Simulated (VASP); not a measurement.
Zr (hcp) relaxed at rising pressure, in one space group throughout; other phases were not tried. The pressures are those reached. Calculation: PBE GGA, VASP's PBE PAW potentials (set 64) (plane waves; VASP).

```csv
P (GPa),V (Å³/atom),k-mesh
-0.01,23.395,13×13×7
4.95,22.280,13×13×7
10.06,21.313,13×13×7
19.99,19.779,14×14×8
30.01,18.615,14×14×8
```

A change of mesh leaves a small step in the series.

Task: Fit an equation of state and predict the volume at 45.00 GPa.

Result: Least squares on the third-order Birch-Murnaghan form, P = (3B0/2)(y⁷ − y⁵)[1 + (3/4)(B′ − 4)(y² − 1)] with y = (V0/V)^(1/3), gives V0 = 23.407 Å³/atom, B0 = 92 GPa and B′ = 3.2, and so 17.220 Å³/atom. The run gave 17.195 Å³/atom, -0.1 % from the fit.

Pressures at which the relaxation failed are left out.

The compound is Zr in the hcp structure.
